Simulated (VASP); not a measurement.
Computed with LDA (Ceperley-Alder, Perdew-Zunger), VASP's LDA PAW potentials (set 64) (plane waves; VASP 6.6.1).

A VASP calculation is set up with these files.

KPOINTS:
```
Automatic mesh
0
Gamma
6 6 6
0 0 0
```

File POSCAR:
```
KTaO3
1
    3.9205365845     0.0000000000     0.0000000000
    0.0000000000     3.9205365845     0.0000000000
    0.0000000000     0.0000000000     3.9205365845
K Ta O
1 1 3
Direct
  0.0000000000   0.0000000000   0.0000000000
  0.5000000000   0.5000000000   0.5000000000
  0.5000000000   0.0000000000   0.5000000000
  0.0000000000   0.5000000000   0.5000000000
  0.5000000000   0.5000000000   0.0000000000
```

### INCAR
```
SYSTEM = KTaO3
PREC = Accurate
ENCUT = 520
EDIFF = 1E-7
NELM = 100
ALGO = Normal
LREAL = .FALSE.
LASPH = .TRUE.
ISMEAR = 0
SIGMA = 0.05
LMAXMIX = 6
LWAVE = .FALSE.
LCHARG = .FALSE.
ISIF = 2
```

POTCAR, in this order: K_sv Ta_pv O (LDA.64 set). Program: vasp_std.

The resulting files:

File OSZICAR:
```
       N       E                     dE             d eps       ncg     rms          rms(c)
DAV:   1     0.341956547619E+03    0.34196E+03   -0.21851E+04   920   0.170E+03
DAV:   2    -0.332161934197E+02   -0.37517E+03   -0.36560E+03  1126   0.463E+02
DAV:   3    -0.527015336075E+02   -0.19485E+02   -0.19438E+02  1186   0.103E+02
DAV:   4    -0.531788626028E+02   -0.47733E+00   -0.47710E+00  1622   0.152E+01
DAV:   5    -0.531814329645E+02   -0.25704E-02   -0.25703E-02  1186   0.107E+00    0.397E+01
DAV:   6    -0.453089794718E+02    0.78725E+01   -0.40939E+01  1095   0.467E+01    0.163E+01
DAV:   7    -0.451045752390E+02    0.20440E+00   -0.21906E+00  1257   0.103E+01    0.101E+01
DAV:   8    -0.450219189290E+02    0.82656E-01   -0.28153E-01  1251   0.467E+00    0.108E+00
DAV:   9    -0.450170382001E+02    0.48807E-02   -0.21482E-02  1238   0.109E+00    0.227E-01
DAV:  10    -0.450163139845E+02    0.72422E-03   -0.51102E-03  1298   0.561E-01    0.703E-02
DAV:  11    -0.450162902707E+02    0.23714E-04   -0.38041E-04  1206   0.166E-01    0.287E-02
DAV:  12    -0.450162916724E+02   -0.14017E-05   -0.31192E-05  1433   0.409E-02    0.731E-03
DAV:  13    -0.450162912959E+02    0.37647E-06   -0.19969E-06  1198   0.101E-02    0.284E-03
DAV:  14    -0.450162912763E+02    0.19628E-07   -0.16536E-07   917   0.313E-03
   1 F= -.45016291E+02 E0= -.45016291E+02  d E =-.990829E-13
```

OUTCAR:
```
------------------------ aborting loop because EDIFF is reached ----------------------------------------
  FORCE on cell =-STRESS in cart. coord.  units (eV):
  Direction    XX          YY          ZZ          XY          YZ          ZX
  --------------------------------------------------------------------------------------
  Total        2.6372059      2.6372059      2.6372059      0.0000000     -0.0000000      0.0000000
  in kB       70.1161545     70.1161545     70.1161545      0.0000000     -0.0000000      0.0000000
  external PRESSURE =      70.1161545 kB  Pullay stress =       0.0000000 kB
  volume of cell :       60.26
      direct lattice vectors                 reciprocal lattice vectors
     3.920536585  0.000000000  0.000000000     0.255067126  0.000000000  0.000000000
     0.000000000  3.920536585  0.000000000     0.000000000  0.255067126  0.000000000
     0.000000000  0.000000000  3.920536585     0.000000000  0.000000000  0.255067126
 POSITION                                       TOTAL-FORCE (eV/Angst)
 -----------------------------------------------------------------------------------
      0.00000      0.00000      0.00000         0.000000      0.000000      0.000000
      1.96027      1.96027      1.96027         0.000000      0.000000      0.000000
      1.96027      0.00000      1.96027         0.000000      0.000000      0.000000
      0.00000      1.96027      1.96027         0.000000      0.000000      0.000000
      1.96027      1.96027      0.00000         0.000000      0.000000      0.000000
 -----------------------------------------------------------------------------------
    total drift:                                0.000000      0.000000     -0.000000
  FREE ENERGIE OF THE ION-ELECTRON SYSTEM (eV)
  ---------------------------------------------------
  free  energy   TOTEN  =       -45.0162912763 eV

  energy  without entropy=      -45.0162912763  energy(sigma->0) =      -45.01629128
```
(Selected blocks of OUTCAR.)

**OUTCAR**
```
 val. band max:        1.8924136633   @ k =   0.5000   0.5000   0.5000

 cond. band min:       4.0120961578   @ k =   0.0000   0.0000   0.0000


 Fermi energy:         2.1284213696

 k-point     1 :       0.0000    0.0000    0.0000
  band No.  band energies     occupation
      1     -31.8012      2.00000
      2     -31.8012      2.00000
      3     -31.8012      2.00000
      4     -24.9511      2.00000
      5     -15.5546      2.00000
      6     -14.8060      2.00000
      7     -14.8060      2.00000
      8      -8.7682      2.00000
      9      -8.7682      2.00000
     10      -8.7682      2.00000
     11      -0.5029      2.00000
     12      -0.5029      2.00000
     13      -0.5029      2.00000
     14       0.7297      2.00000
     15       0.7297      2.00000
     16       0.7297      2.00000
     17       1.2985      2.00000
     18       1.2985      2.00000
     19       1.2985      2.00000
     20       4.0121      0.00000
     21       4.0121      0.00000
     22       4.0121      0.00000
     23       8.6839      0.00000

 k-point     2 :       0.1667    0.0000    0.0000
  band No.  band energies     occupation
      1     -31.8308      2.00000
      2     -31.7999      2.00000
      3     -31.7999      2.00000
      4     -24.9405      2.00000
      5     -15.4861      2.00000
      6     -14.7987      2.00000
      7     -14.6181      2.00000
      8      -8.7563      2.00000
      9      -8.7563      2.00000
     10      -8.7173      2.00000
     11      -1.1972      2.00000
     12      -0.5620      2.00000
     13      -0.5620      2.00000
     14       0.3045      2.00000
     15       0.3045      2.00000
     16       0.5416      2.00000
     17       0.5845      2.00000
     18       1.1757      2.00000
     19       1.1757      2.00000
     20       4.0579      0.00000
     21       4.8947      0.00000
     22       4.8947      0.00000
     23       9.1712      0.00000

 k-point     3 :       0.3333    0.0000    0.0000
...
```

Unless said otherwise, spin-orbit coupling is left out, though it shifts the bands of the heavy elements here.

The compound is KTaO3 in the cubic perovskite structure. This cell is one point of a volume scan, at 0.97 of the reference volume.
